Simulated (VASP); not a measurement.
CaO (relaxed from the rock salt structure, space group Fm-3m) relaxed at rising pressure, in one space group throughout; other phases were not tried. The pressures are those reached. Method: PBEsol GGA, VASP's PBE PAW potentials (set 64) (plane waves; VASP).

```
P (GPa)  V (Å³/atom)    k-mesh
-------  -----------  --------
-0.17         13.626  10×10×10
5.01          13.077  10×10×10
9.99          12.642  10×10×10
19.88         11.957  10×10×10
29.83         11.420  10×10×10
```

Q: Fit an equation of state and predict the volume at 44.97 GPa.

A: Least squares on the third-order Birch-Murnaghan form, P = (3B0/2)(y⁷ − y⁵)[1 + (3/4)(B′ − 4)(y² − 1)] with y = (V0/V)^(1/3), gives V0 = 13.606 Å³/atom, B0 = 116 GPa and B′ = 4.4, and so 10.784 Å³/atom. The run gave 10.782 Å³/atom, -0.0 % from the fit.

Pressures at which the relaxation failed are left out.

The structure was generated: CaO was put into the rock salt type (Fm-3m), which need not be its known phase.
